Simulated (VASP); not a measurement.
Energy against volume of CdTe (zinc blende). Method: vdW-DF2, VASP's PBE PAW potentials (set 64) (plane waves; VASP). Numerical set-up: 520 eV cut-off, 7×7×7 Γ-centred mesh, Gaussian smearing of 0.050 eV, potentials Cd Te.

```tsv
V (Å³/atom)	E (eV/atom)
37.130	0.38226
38.316	0.37110
39.501	0.36764
40.686	0.37054
```

Task: Fit these four points and predict the energy of the run at 41.871 Å³/atom.

Result: A cubic in V^(−2/3), the third-order Birch-Murnaghan form, passes through the four points with V0 = 39.52 Å³/atom and B0 = 29 GPa, and gives 0.3787 eV/atom there. The run gave 0.3788 eV/atom, +0.1 meV/atom from the fit; all five points give B0 = 29 GPa.

The compound is CdTe in the zinc blende structure. It was relaxed first, which changed the volume by +16 %.
